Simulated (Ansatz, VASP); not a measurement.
**TiO2 (1T-TiO2 monolayer) in two plane-wave programs**

Wanted: the spread between two codes on one cell, functional and k mesh. The cell is taken from a series of runs on this material, whose earlier steps may have relaxed, scaled, displaced or heated it; both programs get it as it stands.

Main program and level: Ansatz 0.2.0; plane waves, with VASP 6.6.1 beside it; single point at RPBE with D3(BJ).

**1. The structure**

The cell holds 3 atoms: 2 O and 1 Ti. Its edges and angles: a = 2.922 Å, b = 2.922 Å, c = 19.996 Å, α = 90.0°, β = 90.0°, γ = 120.0°. Vacuum lies along c.

Coordinates:

```cif
data_structure
_symmetry_space_group_name_H-M 'P 1'
_symmetry_Int_Tables_number 1
_cell_length_a 2.9218
_cell_length_b 2.9218
_cell_length_c 19.9961
_cell_angle_alpha 90.000
_cell_angle_beta 90.000
_cell_angle_gamma 120.000
_cell_volume 147.83
loop_
_atom_site_label
_atom_site_type_symbol
_atom_site_fract_x
_atom_site_fract_y
_atom_site_fract_z
_atom_site_occupancy
O1 O 0.66667 0.33333 0.45009 1
O2 O 0.33333 0.66667 0.54991 1
Ti3 Ti 0.00000 0.00000 0.50000 1
```

**2. VASP: single point, RPBE with D3(BJ)**

A single point gives forces, pressure and levels at one fixed geometry, so differences don't come from the geometry; what else differs is listed under the comparison.

Lines of VASP's logs that name or quote its potential files are left out, and so is its time.

INCAR reads:

```
SYSTEM = TiO2
PREC = Accurate
ENCUT = 520
EDIFF = 1E-06
NELM = 120
ISMEAR = -1
SIGMA = 0.02585
LREAL = .FALSE.
ALGO = Normal
GGA = RP
IVDW = 12
NBANDS = 18
LASPH = .TRUE.
LORBIT = 11
LWAVE = .FALSE.
LCHARG = .FALSE.
ISIF = 2
LDIPOL = .TRUE.
IDIPOL = 3
DIPOL = 0.5 0.5 0.5
LVHAR = .TRUE.
GGA_COMPAT = .FALSE.
EFERMI = MIDGAP
NELMDL = -8
```

POSCAR reads:

```
TiO2
1.0
    2.9217629395      0.0000000000      0.0000000000
   -1.4608814697      2.5303209294      0.0000000000
    0.0000000000      0.0000000000     19.9961294729
O Ti
2 1
Direct
    0.6666666667      0.3333333333      0.4500871037
    0.3333333333      0.6666666667      0.5499128963
    0.0000000000      0.0000000000      0.5000000000
```

KPOINTS reads:

```
Automatic mesh
0
Gamma
18 18 1
0 0 0
```

PAW data sets: O and Ti_sv (PBE family, release 64).

On the command line:

```console
$ mpirun -np 1 vasp_std
```

Numbers of over 12 decimals in the logs are rounded to 6 here.

The log of the run:

```text
[banner, memory and clock lines left out]
running    1 mpi-ranks, on    1 nodes
 distrk:  each k-point on    1 cores,    1 groups
 distr:  one band on    1 cores,    1 groups

 POSCAR found type information on POSCAR O Ti
 POSCAR found :  2 types and       3 ions
|                                                                             |
|               ----> ADVICE to this user running VASP <----                  |
|                                                                             |
|     You enforced a specific xc type in the INCAR file but a different       |
|     [... a line on the potential file left out ...]
|     I HOPE YOU KNOW WHAT YOU ARE DOING!                                     |
|                                                                             |

 LDA part: xc-table for (Slater+PW92), standard interpolation
 POSCAR, INCAR and KPOINTS ok, starting setup
 FFT: planning ... GRIDC
 FFT: planning ... GRID_SOFT
 FFT: planning ... GRID
 WAVECAR not read
 entering main loop
       N       E                     dE             d eps       ncg     rms          rms(c)
DAV:   1     0.228845058165E+03    0.22885E+03   -0.12480E+04  1588   0.114E+03
DAV:   2    -0.227970067361E+01   -0.23112E+03   -0.22349E+03  1778   0.318E+02
DAV:   3    -0.321083171725E+02   -0.29829E+02   -0.29732E+02  2036   0.117E+02
DAV:   4    -0.332465065546E+02   -0.11382E+01   -0.11369E+01  1850   0.206E+01
DAV:   5    -0.333002246162E+02   -0.53718E-01   -0.53711E-01  1976   0.370E+00
DAV:   6    -0.333016367647E+02   -0.14121E-02   -0.14121E-02  1974   0.511E-01
DAV:   7    -0.333016637513E+02   -0.26987E-04   -0.26986E-04  1978   0.724E-02
DAV:   8    -0.333016640143E+02   -0.26302E-06   -0.26301E-06  1864   0.760E-03    0.224E+01
DAV:   9    -0.260106481851E+02    0.72910E+01   -0.47638E+01  1746   0.810E+01    0.958E+00
DAV:  10    -0.255166003798E+02    0.49405E+00   -0.12689E+01  1646   0.341E+01    0.741E+00
DAV:  11    -0.253980568022E+02    0.11854E+00   -0.25338E+00  1458   0.203E+01    0.307E+00
DAV:  12    -0.253114917406E+02    0.86565E-01   -0.35057E-01  1578   0.624E+00    0.140E+00
DAV:  13    -0.252999210136E+02    0.11571E-01   -0.18702E-02  1732   0.154E+00    0.101E+00
DAV:  14    -0.252896612001E+02    0.10260E-01   -0.38517E-02  1636   0.247E+00    0.147E-01
[...]
DAV:  20    -0.252897826570E+02   -0.26404E-03   -0.30934E-05  1508   0.295E-02    0.540E-03
DAV:  21    -0.252898027360E+02   -0.20079E-04   -0.16365E-06  1596   0.100E-02    0.236E-03
DAV:  22    -0.252898401598E+02   -0.37424E-04   -0.57505E-06  1588   0.133E-02    0.355E-03
DAV:  23    -0.252898423113E+02   -0.21515E-05   -0.18357E-07  1328   0.406E-03    0.231E-03
DAV:  24    -0.252898502837E+02   -0.79724E-05   -0.60010E-07  1412   0.739E-03    0.206E-03
DAV:  25    -0.252898519145E+02   -0.16308E-05   -0.45401E-08  1192   0.151E-03    0.116E-03
DAV:  26    -0.252898539326E+02   -0.20182E-05   -0.35989E-08  1138   0.158E-03    0.263E-04
DAV:  27    -0.252898541914E+02   -0.25872E-06   -0.62955E-09  1016   0.831E-04
   1 F= -.28012666E+02 E0= -.28012666E+02  d E =0.000000E+00
```

OUTCAR, selected parts (step 2):

```text
ion  position               nearest neighbor table
   1  0.667  0.333  0.450-   3 1.96   3 1.96   3 1.96
   2  0.333  0.667  0.550-   3 1.96   3 1.96   3 1.96
   3  0.000  0.000  0.500-   1 1.96   2 1.96   2 1.96   1 1.96   1 1.96   2 1.96

  LATTYP: Found a hexagonal cell.
 ALAT       =     2.9217629395
 C/A-ratio  =     6.8438575911

 Subroutine GETGRP returns: Found 12 space group operations
 (whereof 12 operations were pure point group operations)

The static configuration has the point symmetry D_3d.

 Found     37 irreducible k-points:

   k-points           NKPTS =     37   k-points in BZ     NKDIM =     37   number of bands    NBANDS=     18

   dimension x,y,z NGX =    24 NGY =   24 NGZ =  150
   dimension x,y,z NGXF=    48 NGYF=   48 NGZF=  300

   ENCUT  =  520.0 eV  38.22 Ry    6.18 a.u.   5.43  5.43 37.18*2*pi/ulx,y,z

   NELECT =      24.0000    total number of electrons

 k-points in reciprocal lattice and weights: Automatic mesh
   0.00000000  0.00000000  0.00000000       0.003
   0.05555556  0.00000000  0.00000000       0.019
   0.11111111  0.00000000  0.00000000       0.019
   0.16666667  0.00000000  0.00000000       0.019
   0.22222222  0.00000000  0.00000000       0.019
   0.27777778  0.00000000  0.00000000       0.019
   0.33333333  0.00000000  0.00000000       0.019
   0.38888889 -0.00000000  0.00000000       0.019
   0.44444444  0.00000000  0.00000000       0.019
[...]
0.33333333  0.27777778  0.00000000       0.037
   0.33333333  0.33333333  0.00000000       0.006

 dipolmoment           0.000000      0.000000     -0.000000 electrons x Angstroem

 average (electrostatic) potential at core
       1 -79.4052       2 -79.4052       3 -86.1490

 E-fermi :  -4.2770

 k-point     1 :       0.0000    0.0000    0.0000
  band No.  band energies     occupation
    ...
      8      -9.2095      2.00000
      9      -9.2095      2.00000
     10      -6.3814      2.00000
     11      -5.8119      2.00000
     12      -5.8119      2.00000
     13      -2.8302      0.00000
     14      -2.8302      0.00000
     15      -1.1565      0.00000
     16       1.3152      0.00000
     17       1.3152      0.00000
    ...

 k-point     2 :       0.0556    0.0000    0.0000
  band No.  band energies     occupation
    ...
      8      -9.2444      2.00000
      9      -9.1772      2.00000
     10      -6.3101      2.00000
     11      -5.9784      2.00000
     12      -5.8867      2.00000
     13      -2.7872      0.00000
     14      -2.7478      0.00000
     15      -1.1660      0.00000
     16       1.1977      0.00000
     17       1.2993      0.00000
    ...

 k-point     3 :       0.1111    0.0000    0.0000
  band No.  band energies     occupation
    ...
      8      -9.2789      2.00000
      9      -9.0851      2.00000
     10      -6.4567      2.00000
     11      -6.0895      2.00000
     12      -6.0770      2.00000
     13      -2.6947      0.00000
     14      -2.5371      0.00000
     15      -1.1945      0.00000
     16       0.9333      0.00000
     17       1.2580      0.00000
    ...

 Edisp (eV)   -2.72281

  Total       0.16915     0.16915     0.07355     0.00000     0.00000     0.00000
  in kB       1.83325     1.83325     0.79718     0.00000     0.00000     0.00000
  external pressure =        1.49 kB  Pullay stress =        0.00 kB

  energy-cutoff  :      520.00
  volume of cell :      147.83
      direct lattice vectors                 reciprocal lattice vectors
     2.921762940  0.000000000  0.000000000     0.342259116  0.197603393  0.000000000
    -1.460881470  2.530320929  0.000000000     0.000000000  0.395206785  0.000000000
     0.000000000  0.000000000 19.996129473     0.000000000  0.000000000  0.050009678

 POSITION                                       TOTAL-FORCE (eV/Angst)
 -----------------------------------------------------------------------------------
      1.46088      0.84344      9.00000        -0.000000     -0.000000     -0.063513
     -0.00000      1.68688     10.99613         0.000000      0.000000      0.063513
      0.00000      0.00000      9.99806        -0.000000      0.000000      0.000000
 -----------------------------------------------------------------------------------
    total drift:                                0.000000     -0.000000     -0.000000

  FREE ENERGIE OF THE ION-ELECTRON SYSTEM (eV)
  ---------------------------------------------------
  free  energy   TOTEN  =       -28.0126663756 eV

  energy  without entropy=      -28.0126663756  energy(sigma->0) =      -28.01266638

 vacuum level on the upper side and lower side of the slab         2.633         2.633

 total charge
# of ion       s       p       d       tot
------------------------------------------
    1        1.585   3.474   0.000   5.059
    2        1.585   3.474   0.000   5.059
    3        2.221   6.314   1.794  10.328
--------------------------------------------------
tot          5.392  13.262   1.794  20.447

[... 3 further parts left out ...]
```

**3. Ansatz: single point, RPBE with D3(BJ)**

Ansatz runs on its default PAW (the set named soft_2) files.

The same cell, functional, mesh and smearing now go to Ansatz, which takes its cutoff from its data sets.

input.yaml reads:

```yaml
crystal:
  lattice:
    - [2.9217629395, 0.0, 0.0]
    - [-1.4608814697, 2.5303209294, 0.0]
    - [0.0, 0.0, 19.9961294729]
  atoms:
    - { symbol: O, position: [0.6666666667, 0.3333333333, 0.4500871037] }
    - { symbol: Ti, position: [0.0, 0.0, 0.5] }
    - { symbol: O, position: [0.3333333333, 0.6666666667, 0.5499128963] }
kpoints:
  mp_grid: { grid: [18, 18, 1] }
  band_path:
    path: [[0, 0, 0], [0.5, 0, 0], [0.33333333, 0.33333333, 0], [0, 0, 0]]
    npoints: 16
hamiltonian:
  xc: rpbe
  dispersion: d3bj
scf:
  occupations: { method: fermi_dirac, width: 0.02585 }
  convergence: { dr2_threshold: 1.0e-10 }
efield:
  axis: 3
  dipole_correction: true
  ramp_position: 0.97
  ramp_width: 0.06
  amplitude: 0
output:
  dos: { projected: true, e_range: [-6, 5] }
  bader: true
  write_potential: true
  write_density: true
  volumetric_format: npy
  elf: true
```

On the command line:

```console
$ ansatz run input.yaml --threads 2 --pin off --max-ram 3072MiB --backend cpu --events-out ev --progress --plain --runs-dir out
```

The log of the run:

```text
Engine: ansatz 0.2.0, x86_64-unknown-linux-gnu
Pseudopotentials: kind: paw
Pseudopotential: O, paw, valence charge 6, recommended cutoff 420 eV (normal), O.paw.azcp
Pseudopotential: Ti, paw, valence charge 12, recommended cutoff 420 eV (normal), Ti.paw.azcp
Functional definition: RPBE
  parameter kappa = 0.804
  parameter beta = 0.066725
  exchange = rpbe_x(kappa = kappa, mu = beta*pi^2/3)
  correlation = pbe_c(beta = beta)
Crystal: 3 atoms, lattice volume = 147.831 Å³
Basis set: ecut = 420 eV, 2875 PW (Γ)
Bands: 16, of which v1, the nominal top of the filled ones, is band 12 counted from 1 (11 counted from 0)
Symmetry: 6 space group operations
k-points: 37 of 324 (time reversal used)
Non-local potential: O, projectors of the file, l = 0: 2, l = 1: 2, l = 2: 1
Non-local potential: Ti, projectors of the file, l = 0: 3, l = 1: 2, l = 2: 3, l = 3: 1
PAW form: soft (Blöchl's): semilocal exchange-correlation on the pseudo side does not see the compensation charge
PAW frozen core: O, regenerated for the run's functional, and the local potential with it (the file was generated under x = pbe(κ = 0.804, μ = 0.219515), c = pbe(β = 0.066725))
PAW frozen core: Ti, regenerated for the run's functional, and the local potential with it (the file was generated under x = pbe(κ = 0.804, μ = 0.219515), c = pbe(β = 0.066725))
PAW one-centre angular grid: O, 110 points (default); XC on 64 Gauss nodes
PAW one-centre angular grid: Ti, 590 points (default); XC on 64 Gauss nodes
Initial density: superposition of atomic densities (neutral atoms: chi_scale 0, normalization atom), corrected by the library's trained network
Initial wavefunctions: pseudopotential atomic-orbital guess
Functional: x = rpbe, c = pbe(β = 0.066725)
SCF iter   1: F=—  HF=-3648.860421 eV  |F-HF|=—  |Δ(HF+E_count)|=         —  Δρ=2.79e-3  dr2=4.60e-3  ethr=1.77e-3  p=0.000 e·Å  D=1.22e-13 V/Å  ΔV_dip=-0.00 eV  dr2_dipole=1.01e-9  V_vac-E_F(+/−)=6.79/6.79 eV  ⟨swp⟩=7.7  Hψ=3597  notcnv=0
efield: sawtooth ramp at fractional position 0.9700 (set: `efield.ramp_position`, or a place that a band, a saddle search or an elastic batch's reference lends), width 0.0600; the density the first Hamiltonian is built on has a dipole p = 0.000 e·Å; the dipole correction subtracts the counter field D = 1.22e-13 V/Å, which shifts the + side's vacuum level by -0.00 eV against the − side's; the planar-averaged density in the ramp window peaks in size at 3.2e-6 e/Å³
preconditioner: auto → none  [insulator: Δε(μ)=2.912 eV  Ē_g=10.212 eV  σ=0.026 eV  W_gap=1.00  n_scr=12 (ndim 8)  ℏωp=12.2 eV  f_vac=0.758  D(μ)=0.00/eV (n_scr^D=0)  ε∞_Penn≈2.4]
SCF iter   2: F=—  HF=-3648.859446 eV  |F-HF|=—  |Δ(HF+E_count)|=   9.76e-4  Δρ=1.77e-3  dr2=4.01e-3  ethr=1.92e-5  p=0.000 e·Å  D=2.49e-5 V/Å  ΔV_dip=-0.00 eV  dr2_dipole=2.44e-9  V_vac-E_F(+/−)=6.80/6.80 eV  ⟨swp⟩=3.6  Hψ=1742  notcnv=0
SCF iter   3: F=—  HF=-3648.859965 eV  |F-HF|=—  |Δ(HF+E_count)|=   5.19e-4  Δρ=2.00e-3  dr2=5.71e-3  ethr=1.67e-5  p=-0.000 e·Å  D=-8.81e-6 V/Å  ΔV_dip=0.00 eV  dr2_dipole=2.22e-9  V_vac-E_F(+/−)=6.86/6.86 eV  ⟨swp⟩=2.0  Hψ=1024  notcnv=0
SCF iter   4: F=—  HF=-3648.859188 eV  |F-HF|=—  |Δ(HF+E_count)|=   7.77e-4  Δρ=2.10e-4  dr2=2.41e-5  ethr=1.67e-5  p=0.000 e·Å  D=1.24e-6 V/Å  ΔV_dip=-0.00 eV  dr2_dipole=7.41e-10  V_vac-E_F(+/−)=6.86/6.86 eV  ⟨swp⟩=2.1  Hψ=931  notcnv=0
SCF iter   5: F=—  HF=-3648.859220 eV  |F-HF|=—  |Δ(HF+E_count)|=   3.12e-5  Δρ=9.07e-5  dr2=1.16e-5  ethr=1.00e-7  p=-0.000 e·Å  D=-4.24e-5 V/Å  ΔV_dip=0.00 eV  dr2_dipole=6.71e-8  V_vac-E_F(+/−)=6.87/6.86 eV  ⟨swp⟩=3.7  Hψ=1365  notcnv=0
SCF iter   6: F=—  HF=-3648.859220 eV  |F-HF|=—  |Δ(HF+E_count)|=   4.17e-7  Δρ=4.74e-5  dr2=5.43e-6  ethr=4.83e-8  p=0.000 e·Å  D=1.42e-4 V/Å  ΔV_dip=-0.00 eV  dr2_dipole=4.66e-7  V_vac-E_F(+/−)=6.86/6.87 eV  ⟨swp⟩=2.1  Hψ=770  notcnv=0
SCF iter   7: F=—  HF=-3648.859220 eV  |F-HF|=—  |Δ(HF+E_count)|=   6.95e-8  Δρ=1.93e-5  dr2=9.66e-7  ethr=2.26e-8  p=-0.000 e·Å  D=-6.58e-5 V/Å  ΔV_dip=0.00 eV  dr2_dipole=9.91e-8  V_vac-E_F(+/−)=6.87/6.86 eV  ⟨swp⟩=2.2  Hψ=737  notcnv=0
SCF iter   8: F=—  HF=-3648.859218 eV  |F-HF|=—  |Δ(HF+E_count)|=   2.00e-6  Δρ=5.47e-6  dr2=6.43e-8  ethr=4.02e-9  p=-0.000 e·Å  D=-1.55e-5 V/Å  ΔV_dip=0.00 eV  dr2_dipole=6.25e-9  V_vac-E_F(+/−)=6.86/6.86 eV  ⟨swp⟩=2.1  Hψ=671  notcnv=0
SCF iter   9: F=—  HF=-3648.859218 eV  |F-HF|=—  |Δ(HF+E_count)|=   3.22e-9  Δρ=7.47e-7  dr2=5.65e-10  ethr=2.68e-10  p=-0.000 e·Å  D=-2.51e-6 V/Å  ΔV_dip=0.00 eV  dr2_dipole=4.45e-11  V_vac-E_F(+/−)=6.86/6.86 eV  ⟨swp⟩=2.5  Hψ=970  notcnv=0
SCF iter  10: F=—  HF=-3648.859218 eV  |F-HF|=—  |Δ(HF+E_count)|=  8.82e-10  Δρ=3.59e-7  dr2=1.25e-10  ethr=1.00e-12  p=0.000 e·Å  D=6.92e-7 V/Å  ΔV_dip=-0.00 eV  dr2_dipole=4.21e-12  V_vac-E_F(+/−)=6.86/6.86 eV  ⟨swp⟩=4.4  Hψ=2202  notcnv=0
SCF iter  11: F=-3648.859218 eV  HF=-3648.859218 eV  |F-HF|=4.09e-12  |Δ(HF+E_count)|=  1.24e-10  Δρ=1.07e-7  dr2=7.35e-12  ethr=1.00e-12  p=-0.000 e·Å  D=-1.15e-7 V/Å  ΔV_dip=0.00 eV  dr2_dipole=4.95e-16  V_vac-E_F(+/−)=6.86/6.86 eV  ⟨swp⟩=2.1  Hψ=1185  notcnv=0
SCF 1 converged in 11 iterations: F = -3648.859218 eV  dr2 = 7.35e-12
  greatest PAW one-centre occupation: 0.999 electrons in one spin orbital (limit 2), on the Ti atom at site 1 (counted from 0), in its partial waves of l = 0
NSCF: frozen V_eff on 49 k-points
efield: sawtooth ramp at fractional position 0.9700 (kept from the solve that this one continues, or follows in the run), width 0.0600; the density the first Hamiltonian is built on has a dipole p = -0.000 e·Å; the dipole correction subtracts the counter field D = -1.15e-7 V/Å, which shifts the + side's vacuum level by +0.00 eV against the − side's; the planar-averaged density in the ramp window peaks in size at 4.8e-6 e/Å³
WARN: The output density's exchange-correlation potential varies sharply where the density is thin. Do not read a vacuum level from v_tot or v_xc, or from such a field of the output density. On a cell that repeats whose density bears no net charge and no dipole along the vacuum's axis use v_es (v_loc + v_h of the components); under efield.dipole_correction with no amplitude use v_es + v_field, which holds any externa [...]
SCF converged after 11 iterations
Free energy (F): -3648.859218 eV
Harris-Foulkes:  -3648.859218 eV  (|F-HF|=4.09e-12)
Internal energy: -3648.859218 eV  (E = F + TS)
E sigma→0 (E₀):  -3648.859218 eV
Fermi energy:    -3.328558 eV
Dipole field:    D = -0.000000 V/Å  (p = -0.000000 e·Å, saw-weighted, corrected)
Work function:   Φ+ = 6.8645 eV   Φ− = 6.8646 eV
Levels:          The Fermi level and band energies are counted from a zero that moves with the ramp; work functions are not
--- Per-component energies (eV) ---
  E_band       = -513.993394
  E_kinetic    = 625.475737
  E_local      = -18583.733093  (includes V_loc(G=0)·N_el)
  E_nonlocal   = 95.694173
  E_hartree    = 8949.076282
  E_xc         = -247.889492
  E_vxc        = -313.078555  (∫ρ·V_xc dr)
  E_paw        = -1367.987900  (= ΣΔE_a)
  E_vpaw       = -236.509359  (= ΣTr[D̂ρ^β])
  E_aug_tail   = 0.005112  (compensation charges beyond the density's cutoff)
  E_efield     = 0.000000  (sawtooth field / dipole correction)
  E_vefield    = 0.000000  (∫n·V_field dr)
  E_ewald      = 6883.316858
  E_disp       = -2.722822  (pairwise vdW)
  E_core_change = -0.094072  (= ΣΔE_core)
  E_smearing   = -0.000000  (= −TS)
  E_closure    = 0.000000  (closes the sum)
  Σ components = -3648.859218   (vs F -3648.859218, Δ=0.00e0)
--- Band table (eV; the first three rows and the last of 37) ---
  k-point 0: bands = [... 8 lower, -8.2898, -5.4647, -4.8954, -4.8954, -1.8926, -1.8926, -0.2188, 2.2547]
  k-point 1: bands = [... 8 lower, -8.2574, -5.3933, -5.0611, -4.9699, -1.8500, -1.8106, -0.2283, 2.1360]
  k-point 2: bands = [... 8 lower, -8.1653, -5.5377, -5.1737, -5.1599, -1.7583, -1.6005, -0.2569, 1.8708]
  k-point 36: bands = [... 8 lower, -7.4821, -6.3297, -6.3297, -5.8822, -1.5418, -0.5785, -0.5785, 1.8772]
--- Bader charges: 3 sites ---
  site symbol  charge [e]  shift [e]
     0      O     -1.1128     0.0020
     1     Ti      2.2257     0.0039
     2      O     -1.1129     0.0020
  estimated error of the sums over rays = 6.3e-4 e
```

In the SCF lines HF is the Harris–Foulkes energy and dr2 the Hartree energy of the density residual, in eV; the loop may stop once dr2 is under the threshold and the program's other checks hold. Hψ counts applications of the Hamiltonian.

**4. Differences**

Known differences besides the potentials themselves: the cutoff is 420 eV in Ansatz and 520 eV in VASP; Ansatz makes its cores anew for this functional, VASP keeps those of its PBE data sets. Total energies have different zeros and are not compared.

Both answers:

| quantity | Ansatz | VASP | difference |
| --- | --- | --- | --- |
| gap on the k mesh (eV) | 2.919 | 2.894 | +0.026 |

A gap on the mesh is an upper bound, since the band edges may lie between its points. With vacuum in the cell, a pressure given here is an average over mostly empty space and none of the material.

**5. Outcome**

| Property | Result |
| --- | --- |
| difference in gap on the k mesh (single point, RPBE with D3(BJ)) | 0.026 eV |

What this shows: The difference in gap on the k mesh is 0.026 eV (single point, RPBE with D3(BJ)), within the 0.08 eV picked in this series as the mark of a large difference. Such differences can come from data sets, numerical settings and the points named under the comparisons, not from the functional's error against experiment.

[Lines on the potential files, build, host, timing and source positions are cut from VASP's logs without a mark.]

[Logs are printed without paths, hosts, clocks, repeated set-up lines and the standing remarks that a program may print on its own settings, such as how far it seeks lower states.]

[Hosts, paths, dates, database ids (printed as entryN), source tags and the programs' standing remarks are cut or masked in the printed files.]
